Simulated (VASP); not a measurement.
Set up this calculation in VASP 6.6.1, as the native input.

- Task: relaxation of the atoms
- Functional: PBE
- Dispersion: D4
- Potentials or basis: VASP PAW PBE potentials, release 64 (Cr_sv_GW, In_d_GW, F_GW)
- Cutoff: 600 eV
- k mesh: 7 × 7 × 7
- Occupations: gaussian, width 0.05 eV
- Spin: collinear spin, ferromagnetic start
- Starting moments: [3.0, 0.0, 0.0, 0.0, 0.0] μB
- Fixed moment: 4 μB
- Hubbard terms: Cr d U = 4.5 eV, J = 0.5 eV
- LDAUTYPE: 1
- Hund's J: 0.5
- Atoms held fixed (from 0): [0]
- Further INCAR settings: ALGO = Normal; EDIFF = 1e-06; IBRION = 2; EDIFFG = -0.02; NSW = 60

The structure of CrInF3 lies in POSCAR:

```
CrInF3
1.0
    3.9108483800      0.0000000000      0.0000000000
    0.0000000000      3.9108483800      0.0000000000
    0.0000000000      0.0000000000      3.9108483800
Cr In F
1 1 3
Selective dynamics
Direct
    0.5000000000      0.5000000000      0.5000000000  F F F
    0.0000000000      0.0000000000      0.0000000000  T T T
    0.5000000000      0.5000000000      0.0000000000  T T T
    0.0000000000      0.5000000000      0.5000000000  T T T
    0.5000000000      0.0000000000      0.5000000000  T T T
```

The cell was built by a generator and needn't be a form met in nature.

These files were run (other wordings do the same):

INCAR

```
PREC = Accurate
ENCUT = 600
EDIFF = 1E-6
ISMEAR = 0
SIGMA = 0.05
LREAL = F
LASPH = T
NELM = 100
ALGO = Normal
ISIF = 2
LWAVE = F
LCHARG = F
ISPIN = 2
MAGMOM = 3 0 0 0 0
LORBIT = 11
NUPDOWN = 4
LMAXMIX = 4
LDAU = T
LDAUTYPE = 1
LDAUL = 2 -1 -1
LDAUU = 4.5 0 0
LDAUJ = 0.5 0 0
LDAUPRINT = 1
GGA = PE
IVDW = 13
IBRION = 2
NSW = 60
EDIFFG = -0.02
```

KPOINTS

```
Automatic mesh
0
Gamma
  7 7 7
```

Potentials or basis: VASP PAW PBE potentials, release 64 (Cr_sv_GW, In_d_GW, F_GW).

Run with:

```console
$ cat potpaw_PBE.64/Cr_sv_GW/POTCAR potpaw_PBE.64/In_d_GW/POTCAR potpaw_PBE.64/F_GW/POTCAR > POTCAR
$ mpirun -np 1 vasp_std > vasp.out
```

Results of the run:

The pressure after relaxing is 27.9 GPa. The net moment is 4.00 μB per cell, the site moments are Cr +3.44; In +0.04; F +0.02 μB and the valence electrons inside the program's atomic spheres are Cr 11.92; In 11.33; F 5.85. The dispersion energy per atom is -0.231 eV.

Caveat: the cutoff is under 1.25 times the usual one of these potentials, so pressure, stress and relaxed cells hold a basis-set (Pulay) error; the relaxation stopped at its first step, so nothing moved; the total moment is fixed, so each spin has its own Fermi level; a cell with one magnetic atom can't hold antiferromagnetic order, which such compounds often take.

It took 68 s on 1 thread of AMD EPYC 9R45 96-Core Processor (Zen 5), with other jobs on the host, peak memory 0.24 GiB.
